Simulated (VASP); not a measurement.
# ZrB2: accuracy against cost in the plane-wave cutoff and k-mesh, part 3 of 3

How sensitive are energy and pressure of ZrB2 to the plane-wave cutoff and k-mesh? The series runs use r2SCAN. The start is a cell from a database of measured crystal structures.

VASP 6.6.1; r2SCAN; plane waves and PAW (Zr_sv, B).

So far. Step 14 (K-mesh: 6 6 4): Against the run before the energy moves by +0.83 meV an atom and the pressure by +0.04 GPa, after 12 cycles in 11 s.

## (15) K-mesh: 7 7 6

INCAR reads:

```
SYSTEM = ZrB2
PREC = Accurate
ENCUT = 420
EDIFF = 1E-06
NELM = 100
ISMEAR = -1
SIGMA = 0.05
LREAL = .FALSE.
ALGO = Normal
METAGGA = R2SCAN
LASPH = .TRUE.
NBANDS = 15
LORBIT = 11
LWAVE = .FALSE.
LCHARG = .FALSE.
KPAR = 4
ISIF = 2
```

POSCAR reads:

```
ZrB2
1.0
    3.1700000000      0.0000000000      0.0000000000
   -1.5850000000      2.7453005300      0.0000000000
    0.0000000000      0.0000000000      3.5330000000
Zr B
1 2
Direct
    0.0000000000      0.0000000000      0.0000000000
    0.3333333333      0.6666666667      0.5000000000
    0.6666666667      0.3333333333      0.5000000000
```

KPOINTS reads:

```
Automatic mesh
0
Gamma
7 7 6
0 0 0
```

PAW data sets: Zr_sv and B (PBE family, release 64).

On the command line:

```
$ mpirun -np 4 vasp_std
```

The log of the run:

```text
[... set-up lines as in an earlier step ...]
 entering main loop
       N       E                     dE             d eps       ncg     rms          rms(c)
DAV:   1     0.679279150722E+02    0.67928E+02   -0.88326E+03   960   0.104E+03
DAV:   2    -0.454800066775E+02   -0.11341E+03   -0.10972E+03  1212   0.288E+02
DAV:   3    -0.493852615024E+02   -0.39053E+01   -0.38796E+01  1571   0.441E+01
DAV:   4    -0.494321186464E+02   -0.46857E-01   -0.46852E-01  1073   0.504E+00
[...]
DAV:  10    -0.406278796887E+02   -0.32719E-03   -0.40008E-04  1179   0.173E-01    0.510E-02
DAV:  11    -0.406279257307E+02   -0.46042E-04   -0.61952E-05  1192   0.775E-02    0.122E-02
DAV:  12    -0.406279256488E+02    0.81903E-07   -0.14113E-06   892   0.113E-02
   1 F= -.40627926E+02 E0= -.40626420E+02  d E =-.301111E-02
```

It took 13 s on 4 MPI ranks of AMD EPYC 7R43, shared host; peak memory 0.44 GiB; 49 s of CPU time.

OUTCAR, selected parts (step 15):

```text
  Total        0.0652272      0.0652272      0.3878712      0.0000000      0.0000000      0.0000000
  in kB        3.3989636      3.3989636     20.2118142      0.0000000      0.0000000      0.0000000
  external PRESSURE =       9.0032471 kB  Pullay stress =       0.0000000 kB

 POSITION                                       TOTAL-FORCE (eV/Angst)
 -----------------------------------------------------------------------------------
      0.00000      0.00000      0.00000         0.000000      0.000000      0.000000
     -0.00000      1.83020      1.76650        -0.000000      0.000000      0.000000
      1.58500      0.91510      1.76650         0.000000     -0.000000      0.000000
 -----------------------------------------------------------------------------------
    total drift:                               -0.000000      0.000000      0.000000

  FREE ENERGIE OF THE ION-ELECTRON SYSTEM (eV)
  ---------------------------------------------------
  free  energy   TOTEN  =       -40.6279256488 eV

  energy  without entropy=      -40.6249145376  energy(sigma->0) =      -40.62642009

[... 1 part as in an earlier step ...]

[... 2 further parts left out ...]
[key lines of the parts left out:]
E-fermi :  10.4303
```

Against the run before the energy moves by -13.79 meV an atom and the pressure by -0.17 GPa, after 12 cycles in 13 s.

## (16) K-mesh: 10 10 8

INCAR is that of step 15.

POSCAR is that of step 15.

KPOINTS reads:

```
Automatic mesh
0
Gamma
10 10 8
0 0 0
```

On the command line:

```
$ mpirun -np 4 vasp_std
```

The log of the run:

```text
[... set-up lines as in an earlier step ...]
 entering main loop
       N       E                     dE             d eps       ncg     rms          rms(c)
DAV:   1     0.693275664822E+02    0.69328E+02   -0.87704E+03  2100   0.105E+03
DAV:   2    -0.455361066084E+02   -0.11486E+03   -0.11085E+03  2723   0.286E+02
DAV:   3    -0.493766670210E+02   -0.38406E+01   -0.38160E+01  3297   0.444E+01
DAV:   4    -0.494394143199E+02   -0.62747E-01   -0.62717E-01  2454   0.553E+00
[...]
DAV:  10    -0.406327696239E+02   -0.33715E-03   -0.41130E-04  2683   0.176E-01    0.519E-02
DAV:  11    -0.406328147771E+02   -0.45153E-04   -0.63034E-05  2535   0.777E-02    0.123E-02
DAV:  12    -0.406328149687E+02   -0.19160E-06   -0.13755E-06  2208   0.108E-02
   1 F= -.40632815E+02 E0= -.40631406E+02  d E =-.281697E-02
```

Elapsed: 23 s, on 4 MPI ranks; peak memory 0.49 GiB.

Parts of OUTCAR (step 16):

```text
  Total        0.0074452      0.0074452      0.4902209      0.0000000      0.0000000      0.0000000
  in kB        0.3879640      0.3879640     25.5452185      0.0000000      0.0000000      0.0000000
  external PRESSURE =       8.7737155 kB  Pullay stress =       0.0000000 kB

  FREE ENERGIE OF THE ION-ELECTRON SYSTEM (eV)
  ---------------------------------------------------
  free  energy   TOTEN  =       -40.6328149687 eV

  energy  without entropy=      -40.6299980024  energy(sigma->0) =      -40.63140649

[... 3 parts as in an earlier step ...]

[... 1 further part left out ...]
[key lines of the parts left out:]
E-fermi :  10.5708
```

Against the run before the energy moves by -1.66 meV an atom and the pressure by -0.02 GPa, after 12 cycles in 23 s.

## (17) K-mesh: 12 12 9

INCAR is that of step 16.

POSCAR is that of step 16.

KPOINTS reads:

```
Automatic mesh
0
Gamma
12 12 9
0 0 0
```

On the command line:

```
$ mpirun -np 4 vasp_std
```

The log of the run:

```text
[... set-up lines as in an earlier step ...]
 entering main loop
       N       E                     dE             d eps       ncg     rms          rms(c)
DAV:   1     0.691055782974E+02    0.69106E+02   -0.88790E+03  2866   0.105E+03
DAV:   2    -0.453912290837E+02   -0.11450E+03   -0.11018E+03  3641   0.285E+02
DAV:   3    -0.493884164077E+02   -0.39972E+01   -0.39669E+01  4550   0.449E+01
DAV:   4    -0.494486638311E+02   -0.60247E-01   -0.60234E-01  3257   0.546E+00
[...]
DAV:  10    -0.406397350980E+02   -0.33038E-03   -0.41224E-04  3556   0.175E-01    0.509E-02
DAV:  11    -0.406397820099E+02   -0.46912E-04   -0.64830E-05  3501   0.789E-02    0.125E-02
DAV:  12    -0.406397821758E+02   -0.16590E-06   -0.14148E-06  3009   0.109E-02
   1 F= -.40639782E+02 E0= -.40638970E+02  d E =-.162516E-02
```

The job ended after 30 s (4 MPI ranks; peak memory 0.52 GiB; 1.9 min of CPU time).

From OUTCAR (step 17):

```text
  Total        0.0151453      0.0151453      0.4441314      0.0000000      0.0000000      0.0000000
  in kB        0.7892156      0.7892156     23.1435098      0.0000000      0.0000000      0.0000000
  external PRESSURE =       8.2406470 kB  Pullay stress =       0.0000000 kB

  FREE ENERGIE OF THE ION-ELECTRON SYSTEM (eV)
  ---------------------------------------------------
  free  energy   TOTEN  =       -40.6397821758 eV

  energy  without entropy=      -40.6381570170  energy(sigma->0) =      -40.63896960

[... 2 parts as in an earlier step ...]

[... 2 further parts left out ...]
[key lines of the parts left out:]
E-fermi :  10.7412
```

Against the run before the energy moves by -2.52 meV an atom and the pressure by -0.05 GPa, after 12 cycles in 30 s.

## (18) K-mesh: 15 15 12

INCAR is that of step 17.

POSCAR is that of step 17.

KPOINTS reads:

```
Automatic mesh
0
Gamma
15 15 12
0 0 0
```

On the command line:

```
$ mpirun -np 4 vasp_std
```

The log of the run:

```text
[... set-up lines as in an earlier step ...]
 entering main loop
       N       E                     dE             d eps       ncg     rms          rms(c)
DAV:   1     0.680430532583E+02    0.68043E+02   -0.88133E+03  5678   0.104E+03
DAV:   2    -0.454420093408E+02   -0.11349E+03   -0.10952E+03  7281   0.286E+02
DAV:   3    -0.493948411913E+02   -0.39528E+01   -0.39304E+01  9229   0.447E+01
DAV:   4    -0.494459203407E+02   -0.51079E-01   -0.51059E-01  6447   0.526E+00
[...]
DAV:  10    -0.406366252034E+02   -0.34320E-03   -0.42609E-04  7132   0.178E-01    0.515E-02
DAV:  11    -0.406366713409E+02   -0.46137E-04   -0.62755E-05  7106   0.775E-02    0.124E-02
DAV:  12    -0.406366714504E+02   -0.10951E-06   -0.14847E-06  5773   0.114E-02
   1 F= -.40636671E+02 E0= -.40635783E+02  d E =-.177707E-02
```

It took 53 s on 4 MPI ranks; peak memory 0.63 GiB; 3.5 min of CPU time.

From OUTCAR (step 18):

```text
  Total        0.0295274      0.0295274      0.4261684      0.0000000     -0.0000000     -0.0000000
  in kB        1.5386587      1.5386587     22.2074653      0.0000000     -0.0000000     -0.0000000
  external PRESSURE =       8.4282609 kB  Pullay stress =       0.0000000 kB

 POSITION                                       TOTAL-FORCE (eV/Angst)
 -----------------------------------------------------------------------------------
      0.00000      0.00000      0.00000         0.000000      0.000000      0.000000
     -0.00000      1.83020      1.76650         0.000000      0.000000      0.000000
      1.58500      0.91510      1.76650        -0.000000      0.000000      0.000000
 -----------------------------------------------------------------------------------
    total drift:                               -0.000000      0.000000      0.000000

  FREE ENERGIE OF THE ION-ELECTRON SYSTEM (eV)
  ---------------------------------------------------
  free  energy   TOTEN  =       -40.6366714504 eV

  energy  without entropy=      -40.6348943786  energy(sigma->0) =      -40.63578291

[... 1 part as in an earlier step ...]

[... 2 further parts left out ...]
[key lines of the parts left out:]
E-fermi :  10.6509
```

Against the run before the energy moves by +1.06 meV an atom and the pressure by +0.02 GPa, after 12 cycles in 53 s.

## (19) The k-mesh series as a table

This step: convergence of r2SCAN results with the mesh; plane waves and PAW (VASP 6.6.1).

No new run; the numbers come from the runs before.

Differences are taken from the run with 15 15 12. Results of the series, by row:

| setting | status | energy less the reference (meV/atom) | pressure (GPa) | SCF cycles | wall time (s) |
| --- | --- | --- | --- | --- | --- |
| 2 2 2 | converged | 200.2 | 0.8553 | 13 | 5 |
| 3 3 3 | converged | -10.35 | 0.1727 | 12 | 5.2 |
| 4 4 3 | converged | 16.08 | 1.035 | 12 | 6.8 |
| 6 6 4 | converged | 16.91 | 1.072 | 12 | 10.6 |
| 7 7 6 | converged | 3.121 | 0.9003 | 12 | 13 |
| 10 10 8 | converged | 1.459 | 0.8774 | 12 | 23 |
| 12 12 9 | converged | -1.062 | 0.8241 | 12 | 30 |
| 15 15 12 | converged | 0 | 0.8428 | 12 | 53 |

## (20) Results

- plane-wave cutoff from which the energy stays within 10 meV/atom of the reference: ENCUT = 290
- plane-wave cutoff from which the energy stays within 1 meV/atom of the reference: ENCUT = 320
- plane-wave cutoff from which the pressure stays within 0.2 GPa of the reference: ENCUT = 410
- spread of the pressure over the plane-wave cutoff: 31.2 GPa
- spread of the energy over the plane-wave cutoff: 167 meV/atom
- k-mesh from which the energy stays within 10 meV/atom of the reference: 7 7 6
- k-mesh from which the energy stays within 1 meV/atom of the reference: none before the reference itself
- k-mesh from which the pressure stays within 0.2 GPa of the reference: 7 7 6
- spread of the pressure over the k-mesh: 0.900 GPa
- spread of the energy over the k-mesh: 211 meV/atom

In words: From ENCUT = 320 on, the energy stays within 1 meV an atom of the reference, at 43 % of its time. The pressure holds within 0.2 GPa from ENCUT = 410 on. These cutoffs are 0.6 to 2 times the default of the data sets, about 320 eV; at the default the run is off by +0.2 meV an atom, -0.95 GPa, and at 1.3 times by +0.6 meV an atom, -0.05 GPa. Energy differences between like cells converge faster than these totals. No run before the reference (15 15 12) settles within 1 meV an atom of it; the nearest step is off by -1.1 meV an atom, -0.02 GPa. The pressure holds within 0.2 GPa from 7 7 6 on. The energy swings above and below the reference, since the sum over k-points is not variational. A metal's Fermi surface slows this convergence. Differences are taken from the run with ENCUT = 640, which is itself not the exact limit. Forces vanish by symmetry in this cell, so the series can't test them. The runs at ENCUT = 190; ENCUT = 240 are over 30 meV an atom or 2 GPa off and describe the material poorly. The run at 2 2 2 is over 30 meV an atom or 2 GPa off and describes the material poorly.

[Lines on the potential files, build, host, timing and source positions are cut from VASP's logs without a mark.]

[Logs are printed without paths, hosts, clocks, repeated set-up lines and the standing remarks that a program may print on its own settings, such as how far it seeks lower states.]

[Hosts, paths, dates, database ids (printed as entryN), source tags and the programs' standing remarks are cut or masked in the printed files.]

[A measured line is paired with the nearest computed mode of its activity, which favours agreement.]
